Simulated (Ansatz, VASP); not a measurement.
**One calculation of MgCd3Se2, two programs**

```
Mg Cd Se
1.0
     3.93790    0.00000    0.00000
    -1.96895    3.41032    0.00000
     0.00000    0.00000   10.68239
Mg Cd Se
1 3 2
Direct
  0.00000 0.00000 0.00000
  0.33333 0.66667 0.69222
  0.66667 0.33333 0.30778
  0.00000 0.00000 0.50000
  0.33333 0.66667 0.14568
  0.66667 0.33333 0.85432
```

Change from the starting cell: species swapped into the Li3YSb2 type (P-3m1, No. 164).

Alike in both runs: functional PBE; k mesh 6 × 6 × 2; occupations gaussian, width 0.1 eV; no spin polarisation.

Ansatz relaxed the structure, and its values are those at the end. VASP's run is a single point on that final structure, the one shown.

|  | VASP | Ansatz |
| --- | --- | --- |
| version | VASP 6.6.1 | Ansatz 0.2.0 |
| potentials or method | VASP PAW PBE potentials, release 64 (Mg, Cd, Se) | scalar-relativistic, plane waves, PAW |
| plane-wave cutoff (eV) | 520 | 420 |
| valence electrons in the cell | 50 | 102 |

VASP gave:

```
gap on the k mesh at the Fermi level (eV) : none
pressure (GPa)                            : 0.1
rms of the force components (eV/Å)        : 0.016
```

Task: Which values does Ansatz return?

Result: gap on the k mesh at the Fermi level (eV): none; pressure (GPa): -0.1; rms of the force components (eV/Å): 0.003.

A gap of «none» marks a metal or a gap that the smearing closes. With one functional, cell and mesh, what is left measures potentials, basis and numerics. The two sets of potentials don't hold the same shells in valence.
